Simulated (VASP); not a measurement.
BAs (relaxed from the CsCl structure, space group Pm-3m): computed properties

Calculation: r2SCAN meta-GGA, VASP's PBE PAW potentials (set 64) (plane waves; VASP).

| Property | Result |
|---|---|
| space group | Pm-3m (221) |
| cell | a = b = c = 2.936 Å, α = β = γ = 90.00° |
| volume per atom | 12.65 Å³/atom |
| band gap (over mesh and band path) | none (metal, semimetal or under 0.01 eV) |
| density | 5.63 g/cm³ |

```
CELL_PARAMETERS angstrom
      2.93592     0.00000     0.00000
      0.00000     2.93592     0.00000
      0.00000     0.00000     2.93592
ATOMIC_POSITIONS crystal
  B  0.00000 0.00000 0.00000
  As 0.50000 0.50000 0.50000
```

The structure was generated: BAs was put into the CsCl type (Pm-3m), which need not be its known phase. It was relaxed first, which changed the volume by +31 %. Symmetry was kept, so distortions that lower it aren't found.
